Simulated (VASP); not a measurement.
All values below come from PBEsol GGA, VASP's PBE PAW potentials (set 64) (plane waves; VASP).

VASP ran on this input.

### INCAR
```
ISIF = 2   # forces and stress, cell fixed
SYSTEM = Cs
EDIFF = 1E-7   # SCF stop (eV)
LWAVE = .FALSE.
NEDOS = 601
ENCUT = 520
LORBIT = 11   # lm-projected
LREAL = .FALSE.   # projection in real space or not
LMAXMIX = 4   # l cut-off of mixed one-centre charges
ALGO = Normal
NELM = 100   # most electronic steps
PREC = Accurate
LCHARG = .TRUE.
LASPH = .TRUE.   # aspherical one-centre terms
GGA = PS   # PBEsol
ISMEAR = -5
```

File POSCAR:
```
Cs
1
   -3.0018987376     3.0018987376     3.0018987376
    3.0018987376    -3.0018987376     3.0018987376
    3.0018987376     3.0018987376    -3.0018987376
Cs
1
Direct
  0.0000000000   0.0000000000   0.0000000000
```

**KPOINTS**
```
Automatic mesh
0
Gamma
10 10 10
0 0 0
```

POTCAR, in this order: Cs_sv (PBE.64 set). Program: vasp_std.

Output

OSZICAR:
```
       N       E                     dE             d eps       ncg     rms          rms(c)
DAV:   1     0.543326288180E+02    0.54333E+02   -0.30466E+03   752   0.790E+02
DAV:   2     0.356476906391E+01   -0.50768E+02   -0.50161E+02  1088   0.121E+02
DAV:   3    -0.888179951363E+00   -0.44529E+01   -0.44524E+01   768   0.446E+01
DAV:   4    -0.942318836329E+00   -0.54139E-01   -0.54126E-01  1360   0.607E+00
DAV:   5    -0.942376934404E+00   -0.58098E-04   -0.57929E-04   936   0.124E-01    0.132E-01
DAV:   6    -0.942069571428E+00    0.30736E-03   -0.12687E-03  1288   0.208E-01    0.912E-02
DAV:   7    -0.942267698282E+00   -0.19813E-03   -0.32089E-03  1000   0.351E-01    0.340E-02
DAV:   8    -0.942330932427E+00   -0.63234E-04   -0.10109E-04  1064   0.868E-02    0.539E-03
DAV:   9    -0.942333128892E+00   -0.21965E-05   -0.28796E-06  1272   0.110E-02    0.292E-03
DAV:  10    -0.942333116754E+00    0.12138E-07   -0.66602E-07  1112   0.523E-03
   1 F= -.94233312E+00 E0= -.94233312E+00  d E =0.000000E+00
```

OUTCAR:
```
------------------------ aborting loop because EDIFF is reached ----------------------------------------
  FORCE on cell =-STRESS in cart. coord.  units (eV):
  Direction    XX          YY          ZZ          XY          YZ          ZX
  --------------------------------------------------------------------------------------
  Total       -0.0008824     -0.0008824     -0.0008824     -0.0000000     -0.0000000     -0.0000000
  in kB       -0.0130658     -0.0130658     -0.0130658     -0.0000000     -0.0000000     -0.0000000
  external PRESSURE =      -0.0130658 kB  Pullay stress =       0.0000000 kB
  volume of cell :      108.21
      direct lattice vectors                 reciprocal lattice vectors
    -3.001898738  3.001898738  3.001898738     0.000000000  0.166561248  0.166561248
     3.001898738 -3.001898738  3.001898738     0.166561248  0.000000000  0.166561248
     3.001898738  3.001898738 -3.001898738     0.166561248  0.166561248  0.000000000
 POSITION                                       TOTAL-FORCE (eV/Angst)
 -----------------------------------------------------------------------------------
      0.00000      0.00000      0.00000        -0.000000      0.000000      0.000000
 -----------------------------------------------------------------------------------
    total drift:                                0.000000     -0.000000     -0.000000
  FREE ENERGIE OF THE ION-ELECTRON SYSTEM (eV)
  ---------------------------------------------------
  free  energy   TOTEN  =        -0.9423331168 eV

  energy  without entropy=       -0.9423331168  energy(sigma->0) =       -0.94233312

 total charge

# of ion       s       p       d       tot
------------------------------------------
    1        1.867   4.670   0.010   6.548
```
(Selected blocks of OUTCAR.)

For a metal the tetrahedron method with Blöchl corrections gives inexact stress and forces.

The compound is Cs in the bcc structure. It was relaxed first.
